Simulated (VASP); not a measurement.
The system is Co.

```xyz
2
Lattice="2.5070 0.0000 0.0000 -1.2535 2.1711 0.0000 0.0000 0.0000 4.0690" Properties=species:S:1:pos:R:3 pbc="T T T"
Co    0.0000    1.4474    1.0172
Co    1.2535    0.7237    3.0518
```

Base run:

- Program: VASP 6.6.1
- Functional: r2SCAN
- Potentials or basis: VASP PAW PBE potentials, release 64 (Co)
- Cutoff: 520 eV
- k mesh: 16 × 16 × 10
- Occupations: fermi-dirac, width 0.05 eV
- Spin: collinear spin, ferromagnetic start
- Starting moments: [2.0, 2.0] μB

Its results: pressure -8.4 GPa; net moment 3.57 μB per cell; site moments Co +1.86 μB.

Task: After a change of settings the same cell gave: pressure -4.3 GPa; net moment 3.53 μB per cell; site moments Co +1.82 μB. Which change was it?
A. functional from r2SCAN to LDA; potentials or basis from VASP PAW PBE potentials, release 64 (Co) to VASP PAW LDA potentials, release 64 (Co)
B. functional from r2SCAN to PBE; hubbard terms from none to Co d U = 2 eV
C. functional from r2SCAN to PBE; further incar settings from ALGO = Normal; EDIFF = 1e-06 to ALGO = Fast; EDIFF = 1e-06

Result: B.

Caveats: the PAW data sets were made with another functional, which shifts forces and pressure a little (some runs); the U is typed as a test and isn't derived for this compound (some runs).

Not every run made on this cell is shown here.
